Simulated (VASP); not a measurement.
# MgAl2Sb2 (P-3m1) in VASP: reference runs

Aim: a first look at MgAl2Sb2 with PBE, on the cell as given and on a disturbed one.

Everything below comes from runs of VASP 6.6.1. Logs are shortened: lines on timing, memory, paths and dates and some standing lists are left out, and cuts for length are marked.

### Step 1. Starting point

Symmetry: P-3m1, No. 164, trigonal system. Conventional cell: a = 4.604 Å, b = 4.604 Å, c = 7.086 Å, α = 90.00°, β = 90.00°, γ = 120.00°. Around Sb (site symmetry 3m) lie 4 Al at 2.83 to 2.84 Å and 3 Mg at 3.12 Å. Al (site symmetry 3m) is surrounded by 4 Sb at 2.83 to 2.84 Å and 3 Al at 3.23 Å. Mg (site symmetry -3m) is surrounded by 6 Sb at 3.12 Å.

The cell comes from a database or a generator and needn't be the stable form of this composition.

### Step 2. Single point, PBE

INCAR

```
SYSTEM = MgAl2Sb2
PREC     = Accurate       ! precision mode
ENCUT    = 520            ! plane-wave cutoff, eV
EDIFF    = 1E-7           ! SCF threshold, eV
ISMEAR   = -1             ! smearing method
SIGMA    = 0.05           ! smearing width, eV
LREAL    = .FALSE.        ! projectors in reciprocal space
LASPH    = .TRUE.         ! aspherical terms in the spheres
NELM     = 80             ! most SCF steps
ALGO     = Normal         ! electronic algorithm
ISIF     = 2              ! what is computed and relaxed
LWAVE    = .FALSE.        ! write WAVECAR
LCHARG   = .FALSE.        ! write CHGCAR
GGA      = PE             ! functional
NBANDS   = 17             ! bands
```

KPOINTS

```
regular mesh
0
G
  7 7 4
  0 0 0
```

POSCAR

```
MgAl2Sb2
1.0
    4.6038418900      0.0000000000      0.0000000000
   -2.3019209450      3.9870440318      0.0000000000
    0.0000000000      0.0000000000      7.0863240000
Sb Al Mg
2 2 1
Direct
    0.3333333333      0.6666666667      0.2303110000
    0.6666666667      0.3333333333      0.7696890000
    0.3333333333      0.6666666667      0.6292120000
    0.6666666667      0.3333333333      0.3707880000
    0.0000000000      0.0000000000      0.0000000000
```

Potentials or basis: VASP PAW PBE potentials, release 64 (Sb, Al, Mg).

Started as:

```sh
$ cat potpaw_PBE.64/Sb/POTCAR potpaw_PBE.64/Al/POTCAR potpaw_PBE.64/Mg/POTCAR > POTCAR
$ mpirun -np 1 vasp_std > vasp.out
```

OUTCAR:

```text
SYSTEM = MgAl2Sb2
   PREC = Accurate
   ENCUT = 520
   EDIFF = 1E-7
   ISMEAR = -1
   LREAL = .FALSE.
   LASPH = .TRUE.
   NELM = 80
   ISIF = 2
   GGA = PE

 ion  position               nearest neighbor table
   1  0.333  0.667  0.230-   3 2.83   4 2.84   4 2.84   4 2.84   5 3.12   5 3.12   5 3.12
   2  0.667  0.333  0.770-   4 2.83   3 2.84   3 2.84   3 2.84   5 3.12   5 3.12   5 3.12
   3  0.333  0.667  0.629-   1 2.83   2 2.84   2 2.84   2 2.84   4 3.23   4 3.23   4 3.23
   4  0.667  0.333  0.371-   2 2.83   1 2.84   1 2.84   1 2.84   3 3.23   3 3.23   3 3.23
   5  0.000  0.000  0.000-   1 3.12   2 3.12   2 3.12   1 3.12   2 3.12   1 3.12

  LATTYP: Found a hexagonal cell.
 ALAT       =     4.6038418900
 C/A-ratio  =     1.5392196712

  Lattice vectors:

 A1 = (   4.6038418900,   0.0000000000,   0.0000000000)
 A2 = (  -2.3019209450,   3.9870440318,   0.0000000000)
 A3 = (   0.0000000000,   0.0000000000,   7.0863240000)

Analysis of symmetry for initial positions (statically):
=====================================================================
 Subroutine PRICEL returns:
 Original cell was already a primitive cell.

 Routine SETGRP: Setting up the symmetry group for a
 hexagonal supercell.

 Subroutine GETGRP returns: Found 12 space group operations
 (whereof 12 operations were pure point group operations)
 out of a pool of 24 trial point group operations.

The static configuration has the point symmetry D_3d.

Analysis of symmetry for dynamics (positions and initial velocities):
=====================================================================
 Subroutine PRICEL returns:
 Original cell was already a primitive cell.

 Routine SETGRP: Setting up the symmetry group for a
 hexagonal supercell.

 Subroutine GETGRP returns: Found 12 space group operations
 (whereof 12 operations were pure point group operations)
 out of a pool of 24 trial point group operations.

The dynamic configuration has the point symmetry D_3d.

 Subroutine INISYM returns: Found 12 space group operations
 (whereof 12 operations are pure point group operations),
 and found     1 'primitive' translations

----------------------------------------------------------------------------------------

                                     Primitive cell

  volume of cell :     130.0746

  direct lattice vectors                    reciprocal lattice vectors
     4.603841890  0.000000000  0.000000000     0.217209892  0.125406190  0.000000000
    -2.301920945  3.987044032  0.000000000     0.000000000  0.250812379  0.000000000
     0.000000000  0.000000000  7.086324000     0.000000000  0.000000000  0.141116889

  length of vectors
     4.603841890  4.603841890  7.086324000     0.250812379  0.250812379  0.141116889

  position of ions in fractional coordinates (direct lattice)
     0.333333333  0.666666667  0.230311000
     0.666666667  0.333333333  0.769689000
     0.333333333  0.666666667  0.629212000
     0.666666667  0.333333333  0.370788000
     0.000000000  0.000000000  0.000000000

  ion indices of the primitive-cell ions
   primitive index   ion index
                 1           1
                 2           2
                 3           3
                 4           4
                 5           5

----------------------------------------------------------------------------------------

 KPOINTS: regular mesh

Automatic generation of k-mesh.
 Grid dimensions read from file:
 generate k-points for:    7    7    4

 Generating k-lattice:

  Cartesian coordinates                     Fractional coordinates (reciprocal lattice)
     0.031029985  0.017915170  0.000000000     0.142857143  0.000000000  0.000000000
     0.000000000  0.035830340  0.000000000     0.000000000  0.142857143  0.000000000
     0.000000000  0.000000000  0.035279222     0.000000000  0.000000000  0.250000000

  Length of vectors
     0.035830340  0.035830340  0.035279222

  Shift w.r.t. Gamma in fractional coordinates (k-lattice)
     0.000000000  0.000000000  0.000000000

 Subroutine IBZKPT returns following result:
 ===========================================

 Found     28 irreducible k-points:

 Following reciprocal coordinates:
            Coordinates               Weight
  0.000000  0.000000  0.000000      1.000000
  0.142857 -0.000000  0.000000      6.000000
  0.285714  0.000000  0.000000      6.000000
  0.428571 -0.000000  0.000000      6.000000
  0.142857  0.142857  0.000000      6.000000
  0.285714  0.142857  0.000000     12.000000
[... 16 lines left out ...]
  0.285714  0.000000  0.500000      6.000000
  0.428571 -0.000000  0.500000      6.000000
 [... further k-points ...]
   k-points           NKPTS =     28   k-points in BZ     NKDIM =     28   number of bands    NBANDS=     17
   number of dos      NEDOS =    301   number of ions     NIONS =      5
   total plane-waves  NPLWV =  69984
   dimension x,y,z NGX =    36 NGY =   36 NGZ =   54
   dimension x,y,z NGXF=    72 NGYF=   72 NGZF=  108
   ions per type =               2   2   1
   NGX,Y,Z   is equivalent  to a cutoff of  13.00, 13.00, 12.67 a.u.
   NGXF,Y,Z  is equivalent  to a cutoff of  26.00, 26.00, 25.34 a.u.
 SYSTEM =  MgAl2Sb2
   PREC   = accura    normal or accurate (medium, high low for compatibility)
   ISTART =      0    job   : 0-new  1-cont  2-samecut
   ICHARG =      2    charge: 1-file 2-atom 10-const
   ISPIN  =      1    spin polarized calculation?
   LNONCOLLINEAR =      F non collinear calculations
   LSORBIT =      F    spin-orbit coupling
   LASPH  =      T    aspherical Exc in radial PAW
   ENCUT  =  520.0 eV  38.22 Ry    6.18 a.u.   8.56  8.56 13.18*2*pi/ulx,y,z
   NELM   =     80;   NELMIN=  2; NELMDL= -5     # of ELM steps
   EDIFF  = 0.1E-06   stopping-criterion for ELM
   LREAL  =      F    real-space projection
   EDIFFG = 0.1E-05   stopping-criterion for IOM
   NSW    =      0    number of steps for IOM
   IBRION =     -1    ionic relax: 0-MD 1-quasi-New 2-CG
   NFREE  =      0    steps in history (QN), initial steepest desc. (CG)
   ISIF   =      2    stress and relaxation
   ISYM   =      2    0-nonsym 1-usesym 2-fastsym
   POTIM  = 0.5000    time-step for ionic-motion
   TEBEG  =    0.0;   TEEND  =   0.0 temperature during run
   PSTRESS=    0.0 pullay stress
   NELECT =      18.0000    total number of electrons
   NUPDOWN=      -1.0000    fix difference up-down
   EMIN   =  10.00;   EMAX   =-10.00  energy-range for DOS
   EFERMI =   0.00;   METHOD = LEGACY
   ISMEAR =    -1;   SIGMA  =   0.05  broadening in eV -4-tet -1-fermi 0-gaus
   EFERMI_NEDOS =   21; number of points for ismear=-14 and -15
   IALGO  =     38    algorithm
   IMIX   =      4    mixing-type and parameters
     AMIX     =   0.40;   BMIX     =  1.00
     AMIX_MAG =   1.60;   BMIX_MAG =  1.00
  volume/ion in A,a.u.               =      26.01       175.56
  Fermi-wavevector in a.u.,A,eV,Ry     =   0.846775  1.600173  9.755764  0.717028
  Thomas-Fermi vector in A             =   1.962176
   LORBIT       =      0    0 simple, 1 ext, 2 COOP (PROOUT), +10 PAW based schemes
   GGA     = PE    functional components
   LHFCALC =     F    Hartree Fock is set to
   AEXX    =    0.0000 exact exchange contribution
   IVDW    =     0    specifies the selected vdW correction
   LEPSILON=     F    determine dielectric tensor
   LRPA    =     F    only Hartree local field effects (RPA)
 non-spin polarized calculation
  energy-cutoff  :      520.00
  volume of cell :      130.07
 maximum number of plane-waves:      3561
 NGX is ok and might be reduce to    36
   NGX = 17   NGY = 17   NGZ = 27

 number of electron      18.0000000 magnetization

 Free energy of the ion-electron system (eV)
  ---------------------------------------------------
  ext. energy  EPLUGINS =         0.00000000
  ---------------------------------------------------
  free energy    TOTEN  =       -17.12484350 eV

  energy without entropy =      -17.10632221  energy(sigma->0) =      -17.11558285

 E-fermi :   5.8149     XC(G=0):  -9.0307

 val. band max:        5.7439067838   @ k =   0.4286   0.1429   0.5000
 cond. band min:       5.8402137206   @ k =   0.1429   0.1429   0.5000
 fundamental gap:      0.0963069368
 Fermi energy:         5.8148718356

 k-point     1 :       0.0000    0.0000    0.0000
  band No.  band energies     occupation
      1      -5.6367      2.00000
      2      -4.1343      2.00000
      3      -0.4962      2.00000
      4       3.4103      2.00000
      5       3.4103      2.00000
      6       3.9776      2.00000
[... 9 lines left out ...]
     16       9.0730      0.00000
     17       9.4383      0.00000

 k-point     2 :       0.1429   -0.0000    0.0000
  band No.  band energies     occupation
      1      -5.4910      2.00000
      2      -4.0444      2.00000
      3      -0.3348      2.00000
      4       1.9041      2.00000
      5       3.0863      2.00000
      6       3.2287      2.00000
[... 9 lines left out ...]
     16       9.1429      0.00000
     17       9.6179      0.00000

 k-point     3 :       0.2857    0.0000    0.0000
  band No.  band energies     occupation
      1      -5.0844      2.00000
      2      -3.8548      2.00000
      3       0.0986      2.00000
      4       0.4668      2.00000
      5       1.7832      2.00000
      6       2.5891      2.00000
[... 9 lines left out ...]
     16       9.5492      0.00000
     17      10.3940      0.00000

 k-point     4 :       0.4286   -0.0000    0.0000
  band No.  band energies     occupation
      1      -4.5711      2.00000
      2      -3.8177      2.00000
      3      -0.2932      2.00000
      4       0.3079      2.00000
      5       1.2855      2.00000
      6       2.2933      2.00000
[... 9 lines left out ...]
     16      10.9092      0.00000
     17      11.1227      0.00000
[... 343 lines left out ...]
      1      -5.0789      2.00000
      2      -4.7549      2.00000
      3       1.0703      2.00000
      4       1.7145      2.00000
      5       2.8414      2.00000
      6       3.2446      2.00000
[... 9 lines left out ...]
     16       9.2465      0.00000
     17       9.9111      0.00000

 k-point    23 :       0.2857    0.0000    0.5000
  band No.  band energies     occupation
      1      -4.7169      2.00000
      2      -4.4196      2.00000
      3       0.3776      2.00000
      4       0.4663      2.00000
      5       2.6422      2.00000
      6       2.9926      2.00000
[... 9 lines left out ...]
     16       9.5550      0.00000
     17      10.3588      0.00000

 k-point    24 :       0.4286   -0.0000    0.5000
  band No.  band energies     occupation
      1      -4.3109      2.00000
      2      -4.0887      2.00000
      3      -0.4925      2.00000
      4      -0.3944      2.00000
      5       2.7212      2.00000
      6       2.8332      2.00000
[... 9 lines left out ...]
     16      10.5061      0.00000
     17      11.3074      0.00000

 [... further k-points ...]

------------------------ aborting loop because EDIFF is reached ----------------------------------------

  FORCE on cell =-STRESS in cart. coord.  units (eV):
  Direction    XX          YY          ZZ          XY          YZ          ZX
  --------------------------------------------------------------------------------------
  -------------------------------------------------------------------------------------
  Total        0.4222382      0.4222382     -0.0948295      0.0000000      0.0000000      0.0000000
  in kB        5.2008663      5.2008663     -1.1680502      0.0000000      0.0000000      0.0000000
  external PRESSURE =       3.0778941 kB  Pullay stress =       0.0000000 kB

 VOLUME and BASIS-vectors are now :
 -----------------------------------------------------------------------------
  energy-cutoff  :      520.00
  volume of cell :      130.07
      direct lattice vectors                 reciprocal lattice vectors
     4.603841890  0.000000000  0.000000000     0.217209892  0.125406190  0.000000000
    -2.301920945  3.987044032  0.000000000     0.000000000  0.250812379  0.000000000
     0.000000000  0.000000000  7.086324000     0.000000000  0.000000000  0.141116889

 POSITION                                       TOTAL-FORCE (eV/Angst)
 -----------------------------------------------------------------------------------
     -0.00000      2.65803      1.63206         0.000000      0.000000     -0.042458
      2.30192      1.32901      5.45427        -0.000000     -0.000000      0.042458
     -0.00000      2.65803      4.45880         0.000000     -0.000000      0.090142
      2.30192      1.32901      2.62752        -0.000000      0.000000     -0.090142
      0.00000      0.00000      0.00000         0.000000      0.000000      0.000000
 -----------------------------------------------------------------------------------
    total drift:                                0.000000     -0.000000     -0.000000

  FREE ENERGIE OF THE ION-ELECTRON SYSTEM (eV)
  ---------------------------------------------------
  free  energy   TOTEN  =       -17.1248434955 eV

  energy  without entropy=      -17.1063222131  energy(sigma->0) =      -17.11558285
```

It took 34 s on 1 thread of Intel Xeon 6975P-C (Granite Rapids), shared host; peak memory 0.27 GiB.

Results:

```
Free energy            : -17.1248 eV
Pressure               : 0.3 GPa
Largest force          : 0.090 eV/Å
Band gap on the k mesh : none (metal or under the smearing width)
```

Forces on the atoms (eV/Å):
```
Sb   0.000  0.000 -0.042
Sb   0.000  0.000  0.042
Al   0.000  0.000  0.090
Al   0.000  0.000 -0.090
Mg   0.000  0.000  0.000
```

Stress tensor (GPa, compression positive):
```
 0.52  0.00  0.00
 0.00  0.52  0.00
 0.00  0.00 -0.12
```

Levels at points of the mesh, in eV from the Fermi level:
| k point | band 7 | band 8 | band 9 | band 10 | band 11 | band 12 |
| --- | --- | --- | --- | --- | --- | --- |
| (0.00, 0.00, 0.00) | -1.22 | -1.22 | -0.81 | -0.28 | 1.37 | 1.37 |
| (0.00, 0.00, 0.50) | -1.59 | -1.59 | -1.51 | -0.07 | 1.34 | 1.34 |

[end of part 1 of 2]
